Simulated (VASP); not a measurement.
Runs of VASP 6.6.1 on Si3C. Symmetry: P6/mmm, No. 191, hexagonal system. The conventional cell has a = 4.915 Å, b = 4.915 Å, c = 2.433 Å, α = 90.00°, β = 90.00°, γ = 120.00°. Si (site symmetry mmm) is surrounded by 6 Si at 2.43 to 2.46 Å and 2 C at 2.46 Å. C (site symmetry 6/mmm) has 2 C at 2.43 Å and 6 Si at 2.46 Å as nearest neighbours. The cell was built by a generator and needn't be a form met in nature.

```tsv
level	gap on the mesh (eV)	pressure (GPa)	relaxed volume (Å³/atom)
PBE+D4	none	0.0	12.28
PBE	none	0.0	(a)
PBE+MBD-FI	none	0.0	12.14
PBE+TS	none	0.0	(b)
PBE+D2	none	0.0	12.38
```

Alike in all rows: task relaxation of cell and atoms; potentials or basis VASP PAW PBE potentials, release 64 (Si, C); no spin polarisation; cell relaxed; k mesh 5 × 5 × 8; cutoff (eV) 600; smearing fermi-dirac 0.05 eV.

Fill in the values left out.

(a) 12.64; (b) 12.16.

Caveats: pairwise dispersion overbinds metals, which lowers pressure and volume (some runs); atom-pairwise D2, TS and ULG terms overbind metals (some runs).

A gap of «none» marks a metal or a gap under the smearing width.
